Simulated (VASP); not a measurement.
VASP ran on this input.

### POSCAR
```
FeO
1
    4.4166000000     2.2083000000     2.2083000000
    2.2083000000     4.4166000000     2.2083000000
    2.2083000000     2.2083000000     4.4166000000
Fe O
2 2
Direct
  0.0000000000   0.0000000000   0.0000000000
  0.5000000000   0.5000000000   0.5000000000
  0.2500000000   0.2500000000   0.2500000000
  0.7500000000   0.7500000000   0.7500000000
```

**INCAR**
```
SYSTEM = FeO
PREC = Accurate
ENCUT = 520
EDIFF = 1E-6
NELM = 100
ALGO = Normal
LREAL = .FALSE.
LASPH = .TRUE.
ISMEAR = 0
SIGMA = 0.05
GGA = PE
LMAXMIX = 4
ISPIN = 2
MAGMOM = 4.0 -4.0 0.0 0.0
LORBIT = 10
LWAVE = .FALSE.
LCHARG = .FALSE.
ISIF = 2
```

### KPOINTS
```
Automatic mesh
0
Monkhorst-Pack
6 5 3
0 0 0
```

POTCAR, in this order: Fe O (PBE.64 set). Program: vasp_std.

What VASP printed:

**standard output**
```
 POSCAR found type information on POSCAR FeO
 POSCAR found :  2 types and       4 ions
 Reading from existing POTCAR
 Reading from existing POTCAR
 LDA part: xc-table for (Slater+PW92), standard interpolation

 -----------------------------------------------------------------------------
|                                                                             |
|           W    W    AA    RRRRR   N    N  II  N    N   GGGG   !!!           |
|           W    W   A  A   R    R  NN   N  II  NN   N  G    G  !!!           |
|           W    W  A    A  R    R  N N  N  II  N N  N  G       !!!           |
|           W WW W  AAAAAA  RRRRR   N  N N  II  N  N N  G  GGG   !            |
|           WW  WW  A    A  R   R   N   NN  II  N   NN  G    G                |
|           W    W  A    A  R    R  N    N  II  N    N   GGGG   !!!           |
|                                                                             |
|     Your reciprocal lattice and k-lattice belong to different lattice       |
|     classes:                                                                |
|                                                                             |
|        The reciprocal lattice is rhombohedral (trigonal),                   |
|        whereas your k-lattice is base-centered monoclinic.                  |
|                                                                             |
|     Results are often still useful ...                                      |
|                                                                             |
 -----------------------------------------------------------------------------

 POSCAR, INCAR and KPOINTS ok, starting setup
 WAVECAR not read
 entering main loop
       N       E                     dE             d eps       ncg     rms          rms(c)
DAV:   1     0.253500568638E+03    0.25350E+03   -0.13872E+04  3280   0.184E+03
DAV:   2     0.937247801635E+01   -0.24413E+03   -0.23671E+03  3242   0.397E+02
DAV:   3    -0.334311113296E+02   -0.42804E+02   -0.40828E+02  5272   0.166E+02
DAV:   4    -0.355243659663E+02   -0.20933E+01   -0.20024E+01  4442   0.343E+01
DAV:   5    -0.355690697470E+02   -0.44704E-01   -0.44477E-01  4474   0.496E+00    0.211E+01
DAV:   6    -0.320937125082E+02    0.34754E+01   -0.95232E+01  5094   0.119E+02    0.292E+01
DAV:   7    -0.295372030295E+02    0.25565E+01   -0.20601E+01  5708   0.913E+01    0.115E+01
DAV:   8    -0.297151126830E+02   -0.17791E+00   -0.20595E+00  3420   0.125E+01    0.719E+00
DAV:   9    -0.296750089104E+02    0.40104E-01   -0.67642E-01  5752   0.133E+01    0.189E+00
DAV:  10    -0.296755765658E+02   -0.56766E-03   -0.16672E-01  4852   0.848E+00    0.548E-01
DAV:  11    -0.296753856306E+02    0.19094E-03   -0.36508E-02  4964   0.228E+00    0.207E-01
DAV:  12    -0.296756328640E+02   -0.24723E-03   -0.14515E-03  4026   0.418E-01    0.123E-01
DAV:  13    -0.296757466435E+02   -0.11378E-03   -0.43237E-04  4808   0.259E-01    0.936E-02
DAV:  14    -0.296757288862E+02    0.17757E-04   -0.17664E-04  5356   0.193E-01    0.389E-02
DAV:  15    -0.296757321123E+02   -0.32261E-05   -0.34102E-05  4616   0.836E-02    0.218E-02
DAV:  16    -0.296757322865E+02   -0.17420E-06   -0.17289E-05  3702   0.784E-02    0.441E-03
DAV:  17    -0.296757325936E+02   -0.30707E-06   -0.24966E-06  2372   0.224E-02
   1 F= -.29675733E+02 E0= -.29673560E+02  d E =-.434524E-02  mag=    -0.0000
```

File OUTCAR:
```
------------------------ aborting loop because EDIFF is reached ----------------------------------------
  FORCE on cell =-STRESS in cart. coord.  units (eV):
  Direction    XX          YY          ZZ          XY          YZ          ZX
  --------------------------------------------------------------------------------------
  Total       -3.3025565     -3.3025565     -3.3025565      0.6757857      0.6757857      0.6757857
  in kB     -122.8362738   -122.8362738   -122.8362738     25.1353753     25.1353753     25.1353753
  external PRESSURE =    -122.8362738 kB  Pullay stress =       0.0000000 kB
  volume of cell :       43.08
      direct lattice vectors                 reciprocal lattice vectors
     4.416600000  2.208300000  2.208300000     0.339627768 -0.113209256 -0.113209256
     2.208300000  4.416600000  2.208300000    -0.113209256  0.339627768 -0.113209256
     2.208300000  2.208300000  4.416600000    -0.113209256 -0.113209256  0.339627768
 POSITION                                       TOTAL-FORCE (eV/Angst)
 -----------------------------------------------------------------------------------
      0.00000      0.00000      0.00000         0.000000      0.000000      0.000000
      4.41660      4.41660      4.41660        -0.000000     -0.000000     -0.000000
      2.20830      2.20830      2.20830        -0.000000     -0.000000      0.000000
      6.62490      6.62490      6.62490         0.000000      0.000000     -0.000000
 -----------------------------------------------------------------------------------
    total drift:                                0.000000     -0.000000     -0.000000
  FREE ENERGIE OF THE ION-ELECTRON SYSTEM (eV)
  ---------------------------------------------------
  free  energy   TOTEN  =       -29.6757325936 eV

  energy  without entropy=      -29.6713873496  energy(sigma->0) =      -29.67355997

 total charge

# of ion       s       p       d       tot
------------------------------------------
    1        0.265   0.308   6.075   6.647
    2        0.265   0.308   6.075   6.647
    3        1.561   3.387   0.000   4.948
    4        1.561   3.387   0.000   4.948
--------------------------------------------------
tot          3.651   7.389  12.149  23.189

 magnetization (x)

# of ion       s       p       d       tot
------------------------------------------
    1        0.006   0.005   3.462   3.472
    2       -0.006  -0.005  -3.462  -3.472
    3        0.000   0.000   0.000   0.000
    4        0.000   0.000   0.000   0.000
--------------------------------------------------
tot          0.000   0.000   0.000   0.000
```
(Selected blocks of OUTCAR.)

**Question.** From input and log, find the fault in this run and mend it.

**Answer.** The cause: the mesh has unequal divisions along equivalent axes and breaks the lattice's symmetry. The run ends without an error. Against the sound run, the energy per atom (σ→0) decreases by 0.001 eV/atom; the pressure rises by 0.17 GPa. To mend it, correct KPOINTS.
**KPOINTS**
```
Automatic mesh
0
Gamma
6 6 6
0 0 0
```
The mended run (PBE GGA, plane waves, VASP's PBE PAW potentials (set 64)) converges, and its OSZICAR ends with
```
   1 F= -.29673267E+02 E0= -.29671021E+02  d E =-.449267E-02  mag=    -0.0000
```

The compound is FeO in the rock salt, AFM-II order structure. The cell was not relaxed at this level.
